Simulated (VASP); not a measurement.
```
CELL_PARAMETERS angstrom
      0.00000     3.04000     3.04000
      3.04000     0.00000     3.04000
      3.04000     3.04000     0.00000
ATOMIC_POSITIONS crystal
  Sr 0.00000 0.00000 0.00000
```

Method: PBE GGA, VASP's PBE PAW potentials (set 64) (plane waves; VASP). Settings: 400 eV cut-off, 9×9×9 Γ-centred mesh, first-order Methfessel-Paxton smearing of 0.10 eV, potentials Sr_sv.

Energy and stress use the plane-wave basis of the starting cell.

The ions, cell shape and volume are relaxed. Give the cell that the relaxation ends in.

```
CELL_PARAMETERS angstrom
      0.00000     3.00923     3.00923
      3.00923     0.00000     3.00923
      3.00923     3.00923     0.00000
ATOMIC_POSITIONS crystal
  Sr 0.00000 0.00000 0.00000
```
Space group Fm-3m (225), at a tolerance of 0.03 Å.

How do energy and volume change from the first to the last step?

The energy (σ→0) changes by -2.2 meV/atom and the volume by -3.0 %, in 3 ionic steps.

The compound is Sr in the fcc structure. This run relaxes it. Symmetry was kept, so distortions that lower it aren't found.
